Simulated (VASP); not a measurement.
These are vdW-DF2, VASP's PBE PAW potentials (set 64) (plane waves; VASP) values and carry that method's errors.

A VASP calculation is set up with these files.

**POSCAR**
```
Ir
1.0
  0.0000000000   1.9923632799   1.9923632799
  1.9923632799   0.0000000000   1.9923632799
  1.9923632799   1.9923632799   0.0000000000
Ir
1
Direct
  0.0000000000   0.0000000000   0.0000000000
```

INCAR:
```
IBRION=2   # conjugate gradients
ALGO=Normal
LUSE_VDW=.TRUE.
LCHARG=.FALSE.
PREC=Accurate
EDIFFG=-0.01
NSW=60   # most ionic steps
AGGAC=0.0
LMAXMIX=6   # l cut-off of mixed one-centre charges
ISIF=3   # ions, shape and volume
LWAVE=.FALSE.
LASPH=.TRUE.   # aspherical one-centre terms
ENCUT=520   # plane-wave cut-off (eV)
EDIFF=1E-6
SIGMA=0.1   # width (eV)
GGA=ML
ISMEAR=1   # Methfessel-Paxton
ZAB_VDW=-1.8867
SYSTEM=Ir
NELM=100
LREAL=.FALSE.   # projection in real space or not
```

**KPOINTS**
```
Automatic mesh
0
Gamma
14 14 14
0 0 0
```

POTCAR, in this order: Ir (PBE.64 set). Program: vasp_std.

What VASP printed:

OSZICAR:
```
       N       E                     dE             d eps       ncg     rms          rms(c)
DAV:   1     0.483305405127E+02    0.48331E+02   -0.44850E+03  1696   0.101E+03
DAV:   2    -0.466262769180E+01   -0.52993E+02   -0.51079E+02  1664   0.205E+02
DAV:   3    -0.545193278260E+01   -0.78931E+00   -0.78735E+00  2416   0.337E+01
DAV:   4    -0.545715767628E+01   -0.52249E-02   -0.52243E-02  2200   0.209E+00
DAV:   5    -0.545718827206E+01   -0.30596E-04   -0.30596E-04  2440   0.103E-01    0.111E+01
DAV:   6    -0.501268858523E+01    0.44450E+00   -0.11325E+00  1856   0.146E+01    0.408E+00
DAV:   7    -0.495854355719E+01    0.54145E-01   -0.21402E-01  2192   0.606E+00    0.134E+00
DAV:   8    -0.495533862234E+01    0.32049E-02   -0.21432E-03  1864   0.582E-01    0.392E-01
DAV:   9    -0.495520476083E+01    0.13386E-03   -0.78574E-04  2040   0.397E-01    0.469E-02
DAV:  10    -0.495522456768E+01   -0.19807E-04   -0.36396E-05  1984   0.896E-02    0.859E-03
DAV:  11    -0.495522414204E+01    0.42565E-06   -0.10550E-06  2008   0.121E-02
   1 F= -.49552241E+01 E0= -.49545933E+01  d E =-.495522E+01
       N       E                     dE             d eps       ncg     rms          rms(c)
DAV:   1    -0.495633713230E+01   -0.11126E-02   -0.42669E-02  1768   0.336E+00    0.253E-01
DAV:   2    -0.495517490807E+01    0.11622E-02   -0.33993E-03  1824   0.782E-01    0.820E-02
DAV:   3    -0.495509163879E+01    0.83269E-04   -0.40634E-04  2072   0.243E-01    0.400E-02
DAV:   4    -0.495509275422E+01   -0.11154E-05   -0.10379E-05  2072   0.345E-02    0.192E-03
DAV:   5    -0.495509290821E+01   -0.15399E-06   -0.22912E-07  1056   0.416E-03
   2 F= -.49550929E+01 E0= -.49544543E+01  d E =0.131234E-03
       N       E                     dE             d eps       ncg     rms          rms(c)
DAV:   1    -0.495592093065E+01   -0.82818E-03   -0.23952E-02  1744   0.252E+00    0.193E-01
DAV:   2    -0.495528516689E+01    0.63576E-03   -0.18431E-03  1824   0.577E-01    0.599E-02
DAV:   3    -0.495523803426E+01    0.47133E-04   -0.25148E-04  2024   0.193E-01    0.284E-02
DAV:   4    -0.495524139247E+01   -0.33582E-05   -0.64806E-06  2048   0.299E-02    0.180E-03
DAV:   5    -0.495524138250E+01    0.99660E-08   -0.22550E-07   888   0.598E-03
   3 F= -.49552414E+01 E0= -.49546088E+01  d E =-.172405E-04
```

OUTCAR:
```
------------------------ aborting loop because EDIFF is reached ----------------------------------------
  FORCE on cell =-STRESS in cart. coord.  units (eV):
  Direction    XX          YY          ZZ          XY          YZ          ZX
  --------------------------------------------------------------------------------------
  Total        0.0022121      0.0022121      0.0022121     -0.0000000     -0.0000000      0.0000000
  in kB        0.2238113      0.2238113      0.2238113     -0.0000000     -0.0000000      0.0000000
  external PRESSURE =       0.2238113 kB  Pullay stress =       0.0000000 kB
  volume of cell :       15.84
      direct lattice vectors                 reciprocal lattice vectors
    -0.000000000  1.993120385  1.993120385    -0.250862920  0.250862920  0.250862920
     1.993120385  0.000000000  1.993120385     0.250862920 -0.250862920  0.250862920
     1.993120385  1.993120385 -0.000000000     0.250862920  0.250862920 -0.250862920
 POSITION                                       TOTAL-FORCE (eV/Angst)
 -----------------------------------------------------------------------------------
      0.00000      0.00000      0.00000         0.000000     -0.000000      0.000000
 -----------------------------------------------------------------------------------
    total drift:                               -0.000000     -0.000000     -0.000000
  FREE ENERGIE OF THE ION-ELECTRON SYSTEM (eV)
  ---------------------------------------------------
  free  energy   TOTEN  =        -4.9552413825 eV

  energy  without entropy=       -4.9533436308  energy(sigma->0) =       -4.95460880

 reached required accuracy - stopping structural energy minimisation
```
(Selected blocks of OUTCAR.)

CONTCAR:
```
Ir
   1.00000000000000
    -0.0000000000000000    1.9931203846135690    1.9931203846135690
     1.9931203846135690    0.0000000000000000    1.9931203846135690
     1.9931203846135690    1.9931203846135690   -0.0000000000000000
  Ir
     1
Direct
     0.0000000000000000    0.0000000000000000    0.0000000000000000
```

The compound is Ir in the fcc structure. This run relaxes it. Symmetry was kept, so distortions that lower it aren't found. The start is the result of an earlier pass.
